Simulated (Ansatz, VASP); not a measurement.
## Two plane-wave programs on Ta3B2N

```
Ta B N
1.0
     3.02030    0.00000    0.00000
     0.00000    3.02030    0.00000
     0.00000    0.00000    8.71352
Ta B N
3 2 1
Direct
  0.00000 0.00000 0.22529
  0.00000 0.00000 0.77471
  0.50000 0.50000 0.50000
  0.00000 0.00000 0.50000
  0.50000 0.50000 0.00000
  0.00000 0.00000 0.00000
```

Alike in both runs: functional PBE; k mesh 6 × 6 × 2; occupations gaussian, width 0.1 eV; no spin polarisation.

Ansatz relaxed the structure, and its values are those at the end. VASP's run is a single point on that final structure, the one shown.

|  | VASP | Ansatz |
| --- | --- | --- |
| version | VASP 6.6.1 | Ansatz 0.2.0 |
| potentials or method | VASP PAW PBE potentials, release 64 (Ta_pv, B, N) | scalar-relativistic, plane waves, PAW |
| plane-wave cutoff (eV) | 520 | 420 |
| valence electrons in the cell | 44 | 50 |

|  | VASP | Ansatz | Ansatz less VASP |
| --- | --- | --- | --- |
| gap on the k mesh at the Fermi level (eV) | none | none | - |
| pressure (GPa) | 0.5 | 0.1 | -0.32 |
| rms of the force components (eV/Å) | 0.025 | 0.008 | -0.0170 |

A gap of «none» marks a metal or a gap that the smearing closes. The functional is the same, so the differences come from potentials, cutoffs and numerics. The two sets of potentials don't hold the same shells in valence.

Caveats: the k mesh is coarse (spacing up to 0.36 Å⁻¹), so the values aren't converged. Spin-orbit coupling is left out, which matters for the levels of Ta.
